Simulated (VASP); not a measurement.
These are PBE GGA, VASP's PBE PAW potentials (set 64) (plane waves; VASP) values and carry that method's errors.

Input for VASP

POSCAR:
```
Ga36CN35
1
    4.8683178927    -8.4321738171     0.0000000000
    4.8683178927     8.4321738171     0.0000000000
    0.0000000000     0.0000000000    10.5562839806
Ga N C
36 35 1
Direct
  0.2222220000   0.1111110000   0.2500000000
  0.1111110000   0.2222220000   0.0000000000
  0.2222220000   0.1111110000   0.7500000000
  0.1111110000   0.2222220000   0.5000000000
  0.2222220000   0.4444440000   0.2500000000
  0.1111110000   0.5555560000   0.0000000000
  0.2222220000   0.4444440000   0.7500000000
  0.1111110000   0.5555560000   0.5000000000
  0.2222220000   0.7777780000   0.2500000000
  0.1111110000   0.8888890000   0.0000000000
  0.2222220000   0.7777780000   0.7500000000
  0.1111110000   0.8888890000   0.5000000000
  0.5555560000   0.1111110000   0.2500000000
  0.4444440000   0.2222220000   0.0000000000
  0.5555560000   0.1111110000   0.7500000000
  0.4398540000   0.2203680000   0.5044820000
  0.5571430000   0.4459850000   0.2461240000
  0.4444440000   0.5555560000   0.0000000000
  0.5555560000   0.4444440000   0.7500000000
  0.4408870000   0.5486690000   0.4999970000
  0.5555560000   0.7777780000   0.2500000000
  0.4444440000   0.8888890000   0.0000000000
  0.5555560000   0.7777780000   0.7500000000
  0.4444440000   0.8888890000   0.5000000000
  0.8888890000   0.1111110000   0.2500000000
  0.7777780000   0.2222220000   0.0000000000
  0.8888890000   0.1111110000   0.7500000000
  0.7777780000   0.2222220000   0.5000000000
  0.8888890000   0.4444440000   0.2500000000
  0.7777780000   0.5555560000   0.0000000000
  0.8888890000   0.4444440000   0.7500000000
  0.7834170000   0.5577960000   0.5017320000
  0.8888890000   0.7777780000   0.2500000000
  0.7777780000   0.8888890000   0.0000000000
  0.8888890000   0.7777780000   0.7500000000
  0.7777780000   0.8888890000   0.5000000000
  0.2182470000   0.1085630000   0.4372870000
  0.1111110000   0.2222220000   0.1885000000
  0.2222220000   0.1111110000   0.9385000000
  0.1111110000   0.2222220000   0.6885000000
  0.2181940000   0.4424130000   0.4413840000
  0.1111110000   0.5555560000   0.1885000000
  0.2222220000   0.4444440000   0.9385000000
  0.1111110000   0.5555560000   0.6885000000
  0.2222220000   0.7777780000   0.4385000000
  0.1111110000   0.8888890000   0.1885000000
  0.2222220000   0.7777780000   0.9385000000
  0.1111110000   0.8888890000   0.6885000000
  0.5504540000   0.1084560000   0.4393280000
  0.4420400000   0.2202410000   0.1914730000
  0.5555560000   0.1111110000   0.9385000000
  0.4438350000   0.2176940000   0.6847170000
  0.4459240000   0.5541460000   0.1876730000
  0.5555560000   0.4444440000   0.9385000000
  0.4420270000   0.5538220000   0.6897780000
  0.5533160000   0.7744600000   0.4406690000
  0.4444440000   0.8888890000   0.1885000000
  0.5555560000   0.7777780000   0.9385000000
  0.4444440000   0.8888890000   0.6885000000
  0.8888890000   0.1111110000   0.4385000000
  0.7777780000   0.2222220000   0.1885000000
  0.8888890000   0.1111110000   0.9385000000
  0.7777780000   0.2222220000   0.6885000000
  0.8917550000   0.4504960000   0.4378200000
  0.7795290000   0.5531190000   0.1930920000
  0.8888890000   0.4444440000   0.9385000000
  0.7794330000   0.5603620000   0.6876710000
  0.8907020000   0.7818900000   0.4348710000
  0.7777780000   0.8888890000   0.1885000000
  0.8888890000   0.7777780000   0.9385000000
  0.7777780000   0.8888890000   0.6885000000
  0.5580270000   0.4449200000   0.4424060000
```

INCAR:
```
ALGO = Fast
EDIFF = 1E-5
EDIFFG = -0.03
ENCUT = 400
GGA = PE
IBRION = 2
ISIF = 2
ISMEAR = 0
ISYM = 0
LASPH = T
LCHARG = F
LMAXMIX = 4
LREAL = Auto
LWAVE = T
NELECT = 288.0
NELM = 100
NELMIN = 4
NSW = 60
PREC = Normal
SIGMA = 0.05
SYSTEM = Ga36CN35
```

File KPOINTS:
```
Automatic mesh
0
Gamma
1 1 1
0 0 0
```

POTCAR, in this order: Ga N C (PBE.64 set). Program: vasp_gam.

The cell is charged, with a uniform compensating background. The supercell is sampled at Γ alone, which is coarse: total energies, pressure and levels can be off, energies of defects by several tenths of an eV.

Q: Predict the energy per atom (σ→0).

A: 
```
Quantity                        Value
---------------------  --------------
energy per atom (σ→0)  -5.937 eV/atom
```

### OSZICAR
```
...
RMM:   4    -0.427469048871E+03    0.35193E-05   -0.20200E-05   219   0.100E-02
  18 F= -.42746905E+03 E0= -.42746905E+03  d E =-.192701E-04
       N       E                     dE             d eps       ncg     rms          rms(c)
DAV:   1    -0.427469094754E+03   -0.42363E-04   -0.58649E-03   372   0.197E-01    0.144E-02
RMM:   2    -0.427469102310E+03   -0.75565E-05   -0.10251E-04   357   0.230E-02    0.688E-03
RMM:   3    -0.427469102546E+03   -0.23597E-06   -0.14167E-05   205   0.837E-03    0.423E-03
RMM:   4    -0.427469102175E+03    0.37063E-06   -0.31110E-06   191   0.371E-03
  19 F= -.42746910E+03 E0= -.42746910E+03  d E =-.725748E-04
```

The cell is a supercell with a defect, built from GaN (wurtzite): C_N, charge -1. The run is not spin-polarised, so no state with unpaired spins was tried.
